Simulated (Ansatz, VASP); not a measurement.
## Ge (Germanium): VASP beside Ansatz

Wanted: the spread between two codes on one cell, functional and k mesh. The cell is taken from a series of runs on this material, whose earlier steps may have relaxed, scaled, displaced or heated it; both programs get it as it stands.

Calculated with Ansatz 0.2.0; plane waves, with VASP 6.6.1 beside it; single point at r2SCAN, spin-orbit coupling.

### Step 1. Set-up

It takes space group Imma (No. 74, orthorhombic). Conventional cell: a = 4.009 Å, b = 4.070 Å, c = 5.642 Å, α = 90.00°, β = 90.00°, γ = 90.00°. Nearest to Ge lie 4 Ge at 2.46 to 2.47 Å.

As a file:

```cif
data_structure
_symmetry_space_group_name_H-M 'Imma'
_symmetry_Int_Tables_number 74
_cell_length_a 4.0089
_cell_length_b 4.0704
_cell_length_c 5.6424
_cell_angle_alpha 90.000
_cell_angle_beta 90.000
_cell_angle_gamma 90.000
_cell_volume 92.07
loop_
_atom_site_label
_atom_site_type_symbol
_atom_site_symmetry_multiplicity
_atom_site_Wyckoff_symbol
_atom_site_fract_x
_atom_site_fract_y
_atom_site_fract_z
_atom_site_occupancy
Ge1 Ge 4 e 0.00000 0.25000 0.37590 1
```

### Step 2. VASP: single point, r2SCAN, spin-orbit coupling

With cell and atoms fixed, the geometry can't cause a difference; cores, projectors, grids and the points listed under the comparison can.

Lines of VASP's logs that name or quote its potential files are left out, and so is its time.

Contents of INCAR:

```
SYSTEM = Ge
PREC = Accurate
ENCUT = 450
EDIFF = 1E-06
NELM = 200
ISMEAR = 0
SIGMA = 0.01
LREAL = .FALSE.
ALGO = Normal
METAGGA = R2SCAN
LASPH = .TRUE.
LNONCOLLINEAR = .TRUE.
MAGMOM = 0 0 0 0 0 0
NBANDS = 40
GGA_COMPAT = .FALSE.
LSORBIT = .TRUE.
LORBIT = 11
LWAVE = .FALSE.
LCHARG = .FALSE.
ISIF = 2
EFERMI = MIDGAP
LMIXTAU = .TRUE.
KPAR = 2
```

Contents of POSCAR:

```
Ge
1.0
    0.0217263678      2.8564640254      2.8211865388
    2.8564640254      0.0217263678      2.8211865388
    2.8781903932      2.8781903932      0.0000000000
Ge
2
Direct
    0.5009046447      0.5009046447      0.4990953553
    0.7490953553      0.7490953553      0.7509046447
```

Contents of KPOINTS:

```
Automatic mesh
0
Gamma
8 8 8
0 0 0
```

The projector-augmented-wave data sets are Ge_d (PBE family, release 64).

Started as:

```console
$ mpirun -np 2 vasp_ncl
```

Numbers of over 12 decimals in the logs are rounded to 6 here.

The log of the run:

```text
[banner, memory and clock lines left out]
running    2 mpi-ranks, on    1 nodes
 distrk:  each k-point on    1 cores,    2 groups
 distr:  one band on    1 cores,    1 groups

 POSCAR found type information on POSCAR Ge
 POSCAR found :  1 types and       2 ions
|                                                                             |
|               ----> ADVICE to this user running VASP <----                  |
|                                                                             |
|     You enforced a specific xc type in the INCAR file but a different       |
|     [... a line on the potential file left out ...]
|     I HOPE YOU KNOW WHAT YOU ARE DOING!                                     |
|                                                                             |

 LDA part: xc-table for (None), standard interpolation
 POSCAR, INCAR and KPOINTS ok, starting setup
 FFT: planning ... GRIDC
 FFT: planning ... GRID_SOFT
 FFT: planning ... GRID
 WAVECAR not read
 entering main loop
       N       E                     dE             d eps       ncg     rms          rms(c)
DAV:   1     0.242374761310E+03    0.24237E+03   -0.12895E+04  9480   0.366E+03
DAV:   2     0.177624345434E+02   -0.22461E+03   -0.21481E+03  7600   0.847E+02
DAV:   3    -0.276862216547E+02   -0.45449E+02   -0.44905E+02  8672   0.198E+02
DAV:   4    -0.303873684695E+02   -0.27011E+01   -0.26976E+01  8736   0.569E+01
DAV:   5    -0.304451523219E+02   -0.57784E-01   -0.57781E-01  8432   0.943E+00    0.331E+00
DAV:   6    -0.277475626266E+02    0.26976E+01   -0.35955E-01  8552   0.104E+01    0.192E+00
DAV:   7    -0.275478984753E+02    0.19966E+00   -0.28667E-01  9856   0.824E+00    0.398E-01
DAV:   8    -0.277543349855E+02   -0.20644E+00   -0.12482E-01  7960   0.475E+00    0.129E-01
DAV:   9    -0.277413145284E+02    0.13020E-01   -0.55867E-03  8648   0.865E-01    0.110E-01
DAV:  10    -0.277408078806E+02    0.50665E-03   -0.15804E-04  9112   0.160E-01    0.123E-01
DAV:  11    -0.277431100983E+02   -0.23022E-02   -0.47480E-03 10072   0.120E+00    0.213E-02
DAV:  12    -0.277449786090E+02   -0.18685E-02   -0.77419E-04  7816   0.244E-01    0.174E-02
DAV:  13    -0.277449114308E+02    0.67178E-04   -0.41680E-05  8248   0.463E-02    0.149E-02
DAV:  14    -0.277450002965E+02   -0.88866E-04   -0.28718E-05  9096   0.867E-02    0.437E-03
DAV:  15    -0.277450082233E+02   -0.79268E-05   -0.15540E-05  8136   0.322E-02    0.273E-03
DAV:  16    -0.277450016616E+02    0.65617E-05   -0.28817E-06  6752   0.190E-02    0.136E-03
DAV:  17    -0.277450095349E+02   -0.78733E-05   -0.89528E-07  6536   0.835E-03    0.362E-04
DAV:  18    -0.277450111748E+02   -0.16399E-05   -0.37471E-07  5752   0.533E-03    0.179E-04
DAV:  19    -0.277450112648E+02   -0.90016E-07   -0.32924E-08  4576   0.219E-03
   1 F= -.27745011E+02 E0= -.27745011E+02  d E =-.368897E-13  mag=     0.0000    -0.0000    -0.0000
```

Parts of OUTCAR (step 2):

```text
ion  position               nearest neighbor table
   1  0.501  0.501  0.499-   2 2.46   2 2.46   2 2.47   2 2.47
   2  0.749  0.749  0.751-   1 2.46   1 2.46   1 2.47   1 2.47

  LATTYP: Found a body centered orthorhombic cell.
 ALAT       =     4.0089244411
 B/A-ratio  =     1.0153286621
 C/A-ratio  =     1.4074530863

 Subroutine GETGRP returns: Found  8 space group operations
 (whereof  4 operations were pure point group operations)

The static configuration has the point symmetry C_2v.
 The point group associated with its full space group is D_2h.

 Found     95 irreducible k-points:

   k-points           NKPTS =     95   k-points in BZ     NKDIM =     95   number of bands    NBANDS=     40

   dimension x,y,z NGX =    28 NGY =   28 NGZ =   28
   dimension x,y,z NGXF=    56 NGYF=   56 NGZF=   56

   ENCUT  =  450.0 eV  33.07 Ry    5.75 a.u.   6.94  6.94  7.04*2*pi/ulx,y,z

   NELECT =      28.0000    total number of electrons

 k-points in reciprocal lattice and weights: Automatic mesh
   0.00000000  0.00000000  0.00000000       0.002
   0.12500000 -0.00000000  0.00000000       0.008
   0.25000000 -0.00000000  0.00000000       0.008
   0.37500000 -0.00000000  0.00000000       0.008
   0.50000000 -0.00000000  0.00000000       0.004
   0.12500000  0.12500000  0.00000000       0.004
   0.25000000  0.12500000  0.00000000       0.008
   0.37500000  0.12500000  0.00000000       0.008
   0.50000000  0.12500000  0.00000000       0.008
[...]
0.25000000  0.25000000  0.50000000       0.004
  -0.25000000  0.25000000  0.50000000       0.004

 average (electrostatic) potential at core
       1 -79.5903       2 -79.5903

 E-fermi :   4.8283

 k-point     1 :       0.0000    0.0000    0.0000
  band No.  band energies     occupation
    ...
     24       4.4324      1.00000
     25       4.7026      1.00000
     26       4.7026      1.00000
     27       4.7834      1.00000
     28       4.7834      1.00000
     29       4.8733      0.00000
     30       4.8733      0.00000
     31       7.1956      0.00000
     32       7.1956      0.00000
     33       7.3735      0.00000
    ...

 k-point     2 :       0.1250   -0.0000    0.0000
  band No.  band energies     occupation
    ...
     24       2.3202      1.00000
     25       4.1523      1.00000
     26       4.1523      1.00000
     27       4.3831      1.00000
     28       4.3831      1.00000
     29       5.8032      0.00000
     30       5.8032      0.00000
     31       7.7204      0.00000
     32       7.7204      0.00000
     33       7.8785      0.00000
    ...

 k-point     3 :       0.2500   -0.0000    0.0000
  band No.  band energies     occupation
    ...
     24      -0.1352      1.00000
     25       3.5766      1.00000
     26       3.5767      1.00000
     27       3.8063      1.00000
     28       3.8063      1.00000
     29       5.4375      0.00000
     30       5.4375      0.00000
     31       8.3876      0.00000
     32       8.3876      0.00000
     33       8.5474      0.00000
    ...

  Total       -0.3266270     -0.3266270     -0.0494037     -0.2846897      0.0000000      0.0000000
  in kB      -11.3675926    -11.3675926     -1.7193945     -9.9080500      0.0000000      0.0000000
  external PRESSURE =      -8.1515266 kB  Pullay stress =       0.0000000 kB

  energy-cutoff  :      450.00
  volume of cell :       46.04
      direct lattice vectors                 reciprocal lattice vectors
     0.021726368  2.856464025  2.821186539    -0.176383165  0.176383165  0.177230393
     2.856464025  0.021726368  2.821186539     0.176383165 -0.176383165  0.177230393
     2.878190393  2.878190393  0.000000000     0.173720266  0.173720266 -0.177230393

 POSITION                                       TOTAL-FORCE (eV/Angst)
 -----------------------------------------------------------------------------------
      2.87819      2.87819      2.82629         0.000000      0.000000      0.002597
      4.31729      4.31729      4.22668         0.000000      0.000000     -0.002597
 -----------------------------------------------------------------------------------
    total drift:                               -0.000000      0.000000     -0.000000

  FREE ENERGIE OF THE ION-ELECTRON SYSTEM (eV)
  ---------------------------------------------------
  free  energy   TOTEN  =       -27.7450112648 eV

  energy  without entropy=      -27.7450112648  energy(sigma->0) =      -27.74501126

 Spin-Orbit-Coupling matrix elements
 Ion:    1  E_soc:     -0.0172925
 Ion:    2  E_soc:     -0.0172925

 total charge
# of ion       s       p       d       tot
------------------------------------------
    1        1.103   1.276  10.020  12.400
    2        1.103   1.276  10.020  12.400
--------------------------------------------------
tot          2.206   2.553  20.041  24.800

 magnetization (x)
# of ion       s       p       d       tot
------------------------------------------
    1       -0.000   0.000   0.000  -0.000
    2        0.000   0.000   0.000   0.000
--------------------------------------------------
tot         -0.000   0.000   0.000  -0.000

 magnetization (y)
# of ion       s       p       d       tot
------------------------------------------
    1        0.000   0.000   0.000   0.000
    2        0.000  -0.000   0.000   0.000
--------------------------------------------------
tot          0.000   0.000   0.000   0.000

 magnetization (z)
# of ion       s       p       d       tot
------------------------------------------
    1        0.000   0.000   0.000   0.000
    2        0.000   0.000   0.000   0.000
--------------------------------------------------
tot          0.000   0.000   0.000   0.000

[... 3 further parts left out ...]
```

The run ends at a pressure of -0.82 GPa, with forces up to 0.0026 eV/Å.

(Continued in part 2 of 2.)

[Lines on the potential files, build, host, timing and source positions are cut from VASP's logs without a mark.]

[Logs are printed without paths, hosts, clocks, repeated set-up lines and the standing remarks that a program may print on its own settings, such as how far it seeks lower states.]

[Hosts, paths, dates, database ids (printed as entryN), source tags and the programs' standing remarks are cut or masked in the printed files.]
